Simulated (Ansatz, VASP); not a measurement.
# Pt in two plane-wave programs

One calculation is typed for both programs; each brings its own data sets. How far apart do they land? The cell is taken from a series of runs on this material, whose earlier steps may have relaxed, scaled, displaced or heated it; both programs get it as it stands.

Calculated with Ansatz 0.2.0; plane waves, with VASP 6.6.1 beside it; LDA.

## (1) Starting point

Symmetry: Fm-3m, No. 225, cubic system. Conventional cell: a = 3.886 Å, b = 3.886 Å, c = 3.886 Å, α = 90.00°, β = 90.00°, γ = 90.00°. Pt has 12 Pt at 2.75 Å nearest.

## (2) VASP: elastic constants, LDA

Elastic constants are differences of stresses under small strains, so they test the stress and the mesh.

Lines of VASP's logs that name or quote its potential files are left out, and so is its time.

File INCAR:

```
SYSTEM = Pt
PREC = Accurate
ENCUT = 500
EDIFF = 1E-08
NELM = 120
ISMEAR = 1
SIGMA = 0.25
LREAL = .FALSE.
ALGO = Normal
GGA = CA
NBANDS = 11
LASPH = .TRUE.
LORBIT = 11
LWAVE = .FALSE.
LCHARG = .FALSE.
ISIF = 3
IBRION = 6
NFREE = 2
POTIM = 0.015
NSW = 1
GGA_COMPAT = .FALSE.
KPAR = 2
```

File POSCAR:

```
Pt
1.0
    0.0000000000      1.9432413463      1.9432413463
    1.9432413463      0.0000000000      1.9432413463
    1.9432413463      1.9432413463      0.0000000000
Pt
1
Direct
    0.0000000000      0.0000000000      0.0000000000
```

File KPOINTS:

```
Automatic mesh
0
Gamma
4 4 4
0 0 0
```

Potentials, in the order of the species: Pt (LDA family, release 64).

Run with:

```
> mpirun -np 2 vasp_std
```

Numbers of over 12 decimals in the logs are rounded to 6 here.

What it wrote:

```text
[banner, memory and clock lines left out]
running    2 mpi-ranks, on    1 nodes
 distrk:  each k-point on    1 cores,    2 groups
 distr:  one band on    1 cores,    1 groups

 POSCAR found type information on POSCAR Pt
 POSCAR found :  1 types and       1 ions
 LDA part: xc-table for (Slater(with rela. corr.)+CA(PZ))
 , standard interpolation
 POSCAR, INCAR and KPOINTS ok, starting setup
 FFT: planning ... GRIDC
 FFT: planning ... GRID_SOFT
 FFT: planning ... GRID
 WAVECAR not read
 entering main loop
       N       E                     dE             d eps       ncg     rms          rms(c)
DAV:   1     0.407941652392E+02    0.40794E+02   -0.50869E+03   176   0.804E+02
DAV:   2    -0.722739314672E+01   -0.48022E+02   -0.45992E+02   200   0.177E+02
DAV:   3    -0.803117629384E+01   -0.80378E+00   -0.80292E+00   206   0.217E+01
DAV:   4    -0.803449768634E+01   -0.33214E-02   -0.33213E-02   211   0.165E+00
DAV:   5    -0.803452221820E+01   -0.24532E-04   -0.24531E-04   203   0.129E-01    0.147E+01
DAV:   6    -0.768427285187E+01    0.35025E+00   -0.67796E-01   188   0.672E+00    0.747E+00
DAV:   7    -0.763197240588E+01    0.52300E-01   -0.17282E-01   200   0.329E+00    0.223E+00
DAV:   8    -0.762774682108E+01    0.42256E-02   -0.72991E-03   194   0.816E-01    0.647E-01
DAV:   9    -0.762748508375E+01    0.26174E-03   -0.16417E-04   191   0.122E-01    0.286E-02
DAV:  10    -0.762748824490E+01   -0.31612E-05   -0.26854E-06   224   0.118E-02    0.445E-03
DAV:  11    -0.762748836764E+01   -0.12274E-06   -0.51798E-08   208   0.171E-03    0.109E-03
DAV:  12    -0.762748837144E+01   -0.37983E-08   -0.15817E-09   103   0.235E-04
   1 F= -.76274884E+01 E0= -.76229497E+01  d E =-.136159E-01
[... from here on, the cycles between the ionic steps are left out ...]
   2 F= -.76249728E+01 E0= -.76196821E+01  d E =-.158722E-01
   3 F= -.76227168E+01 E0= -.76178227E+01  d E =-.146824E-01
   4 F= -.76249729E+01 E0= -.76196821E+01  d E =-.158723E-01
   6 F= -.76249728E+01 E0= -.76196820E+01  d E =-.158723E-01
   7 F= -.76227169E+01 E0= -.76178228E+01  d E =-.146823E-01
   8 F= -.76277316E+01 E0= -.76234236E+01  d E =-.129239E-01
   9 F= -.76277316E+01 E0= -.76234237E+01  d E =-.129238E-01
  10 F= -.76277315E+01 E0= -.76234236E+01  d E =-.129238E-01
  11 F= -.76277316E+01 E0= -.76234238E+01  d E =-.129235E-01
  12 F= -.76277315E+01 E0= -.76234236E+01  d E =-.129238E-01
  13 F= -.76277316E+01 E0= -.76234237E+01  d E =-.129237E-01
  14 F= -.76274881E+01 E0= -.76229495E+01  d E =-.136159E-01
 Finite differences progress:
  Degree of freedom:   7/  7
  Displacement:        1/  2
  Total:              13/ 14
 bond charge predicted
       N       E                     dE             d eps       ncg     rms          rms(c)
DAV:   1    -0.762463912699E+01    0.28490E-02   -0.42359E+00   176   0.126E+01    0.148E-01
DAV:   2    -0.762799033707E+01   -0.33512E-02   -0.38584E-02   200   0.181E+00    0.918E-02
DAV:   3    -0.762748890865E+01    0.50143E-03   -0.16143E-03   203   0.256E-01    0.836E-03
DAV:   4    -0.762748849867E+01    0.40998E-06   -0.13004E-05   203   0.329E-02    0.487E-03
DAV:   5    -0.762748811797E+01    0.38070E-06   -0.18114E-06   203   0.103E-02    0.131E-03
DAV:   6    -0.762748809793E+01    0.20037E-07   -0.12384E-07   203   0.293E-03    0.113E-04
DAV:   7    -0.762748810189E+01   -0.39532E-08   -0.17858E-09   109   0.387E-04
  15 F= -.76274881E+01 E0= -.76229495E+01  d E =-.136159E-01
 Finite differences progress:
  Degree of freedom:   7/  7
  Displacement:        2/  2
  Total:              14/ 14
```

Parts of OUTCAR (step 2):

```text
ion  position               nearest neighbor table
   1  0.000  0.000  0.000-

  LATTYP: Found a face centered cubic cell.
 ALAT       =     3.8864826926

 Subroutine GETGRP returns: Found 48 space group operations
 (whereof 48 operations were pure point group operations)

The static configuration has the point symmetry O_h .

 Found      8 irreducible k-points:

   k-points           NKPTS =      8   k-points in BZ     NKDIM =      8   number of bands    NBANDS=     11

   dimension x,y,z NGX =    20 NGY =   20 NGZ =   20
   dimension x,y,z NGXF=    40 NGYF=   40 NGZF=   40

   ENCUT  =  500.0 eV  36.75 Ry    6.06 a.u.   5.01  5.01  5.01*2*pi/ulx,y,z

   NELECT =      10.0000    total number of electrons

 k-points in reciprocal lattice and weights: Automatic mesh
   0.00000000  0.00000000  0.00000000       0.016
   0.25000000  0.00000000  0.00000000       0.125
   0.50000000  0.00000000  0.00000000       0.062
   0.25000000  0.25000000  0.00000000       0.094
   0.50000000  0.25000000  0.00000000       0.375
  -0.25000000  0.25000000  0.00000000       0.188
   0.50000000  0.50000000  0.00000000       0.047
  -0.25000000  0.50000000  0.25000000       0.094

 average (electrostatic) potential at core
       1 -62.5694

 E-fermi :  11.9411

 k-point     1 :       0.0000    0.0000    0.0000
  band No.  band energies     occupation
    ...
      2       7.6817      2.00000
      3       7.6817      2.00000
      4       7.6817      2.00000
      5      10.0019      2.00000
      6      10.0019      2.00000
      7      26.1903      0.00000
      8      31.3066      0.00000
      9      31.3066      0.00000
     10      31.3066      0.00000
     11      36.8588      0.00000

 k-point     2 :       0.2500    0.0000    0.0000
  band No.  band energies     occupation
    ...
      2       7.3200      2.00000
      3       8.0851      2.00000
      4       8.0851      2.00000
      5      10.1676      2.00000
      6      10.1676      2.00000
      7      25.1255      0.00000
      8      28.0880      0.00000
      9      34.5955      0.00000
     10      34.5955      0.00000
     11      35.3767      0.00000

 k-point     3 :       0.5000    0.0000    0.0000
  band No.  band energies     occupation
    ...
      2       7.6390      2.00000
      3       7.6390      2.00000
      4      11.0867      2.00001
      5      11.7379      1.98636
      6      11.7379      1.98635
      7      17.7198      0.00000
      8      25.7893      0.00000
      9      30.7485      0.00000
     10      30.7485      0.00000
     11      40.6290      0.00000

  Total        0.0718849      0.0718849      0.0718849     -0.0000000     -0.0000000      0.0000000
  in kB        7.8476214      7.8476214      7.8476214     -0.0000000     -0.0000000      0.0000000
  external PRESSURE =       7.8476214 kB  Pullay stress =       0.0000000 kB

  energy-cutoff  :      500.00
  volume of cell :       14.68
      direct lattice vectors                 reciprocal lattice vectors
     0.000000000  1.943241346  1.943241346    -0.257302059  0.257302059  0.257302059
     1.943241346  0.000000000  1.943241346     0.257302059 -0.257302059  0.257302059
     1.943241346  1.943241346  0.000000000     0.257302059  0.257302059 -0.257302059

 POSITION                                       TOTAL-FORCE (eV/Angst)
 -----------------------------------------------------------------------------------
     -0.01500      0.00000      0.00000        -0.000000      0.000000      0.000000
 -----------------------------------------------------------------------------------
    total drift:                                0.000016      0.000000      0.000000

  FREE ENERGIE OF THE ION-ELECTRON SYSTEM (eV)
  ---------------------------------------------------
  free  energy   TOTEN  =        -7.6274881019 eV

  energy  without entropy=       -7.6138722008  energy(sigma->0) =       -7.62294947

  SYMMETRIZED ELASTIC MODULI (kBar)
 Direction    XX          YY          ZZ          XY          YZ          ZX
 --------------------------------------------------------------------------------
 XX        3499.5967   3080.3359   3080.3359     -0.0000      0.0000      0.0000
 YY        3080.3359   3499.5967   3080.3359     -0.0000     -0.0000     -0.0000
 ZZ        3080.3359   3080.3359   3499.5967      0.0000      0.0000     -0.0000
 XY          -0.0000     -0.0000      0.0000   -218.9645     -0.0000      0.0000
 YZ           0.0000     -0.0000      0.0000     -0.0000   -218.9645      0.0000
 ZX           0.0000     -0.0000     -0.0000      0.0000      0.0000   -218.9645
 --------------------------------------------------------------------------------

 Eigenvectors and eigenvalues of the dynamical matrix
 ----------------------------------------------------

   1 f  =    0.000000 THz     0.000000 2PiTHz    0.000000 cm-1     0.000000 meV
             X         Y         Z           dx          dy          dz
      0.000000  0.000000  0.000000     0.707107   -0.707107    0.000000

   2 f  =    0.000000 THz     0.000000 2PiTHz    0.000000 cm-1     0.000000 meV
             X         Y         Z           dx          dy          dz
      0.000000  0.000000  0.000000    -0.707107   -0.707107    0.000000

   3 f  =    0.000000 THz     0.000000 2PiTHz    0.000000 cm-1     0.000000 meV
             X         Y         Z           dx          dy          dz
      0.000000  0.000000  0.000000     0.000000    0.000000    1.000000

 ELASTIC MODULI CONTR FROM IONIC RELAXATION (kBar)
 Direction    XX          YY          ZZ          XY          YZ          ZX
 --------------------------------------------------------------------------------
 XX           0.0000      0.0000      0.0000      0.0000      0.0000      0.0000
 YY           0.0000      0.0000      0.0000      0.0000      0.0000      0.0000
 ZZ           0.0000      0.0000      0.0000      0.0000      0.0000      0.0000
 XY           0.0000      0.0000      0.0000      0.0000      0.0000      0.0000
 YZ           0.0000      0.0000      0.0000      0.0000      0.0000      0.0000
 ZX           0.0000      0.0000      0.0000      0.0000      0.0000      0.0000
 --------------------------------------------------------------------------------

 TOTAL ELASTIC MODULI (kBar)
 Direction    XX          YY          ZZ          XY          YZ          ZX
 --------------------------------------------------------------------------------
 XX        3499.5967   3080.3359   3080.3359     -0.0000      0.0000      0.0000
 YY        3080.3359   3499.5967   3080.3359     -0.0000     -0.0000     -0.0000
 ZZ        3080.3359   3080.3359   3499.5967      0.0000      0.0000     -0.0000
 XY          -0.0000     -0.0000      0.0000   -218.9645     -0.0000      0.0000
 YZ           0.0000     -0.0000      0.0000     -0.0000   -218.9645      0.0000
 ZX           0.0000     -0.0000     -0.0000      0.0000      0.0000   -218.9645
 --------------------------------------------------------------------------------

 total charge
# of ion       s       p       d       tot
------------------------------------------
    1        0.654   0.632   8.093   9.379

[... 3 further parts left out ...]
```

CONTCAR:

```
Pt
   1.00000000000000
     0.0000000000000000    1.9432413463000000    1.9432413463000000
     1.9432413463000000    0.0000000000000000    1.9432413463000000
     1.9432413463000000    1.9432413463000000    0.0000000000000000
  Pt
     1
Direct
     0.0038595308885745   -0.0038595308885745   -0.0038595308885745
```

The last energy, forces, stress and levels in OUTCAR belong to the last displaced cell, not to the cell of POSCAR.

Levels, forces or a CONTCAR printed for this step are those of its last displaced cell, not of the structure at rest.

[end of part 1 of 2]

[Lines on the potential files, build, host, timing and source positions are cut from VASP's logs without a mark.]

[Logs are printed without paths, hosts, clocks, repeated set-up lines and the standing remarks that a program may print on its own settings, such as how far it seeks lower states.]

[Hosts, paths, dates, database ids (printed as entryN), source tags and the programs' standing remarks are cut or masked in the printed files.]
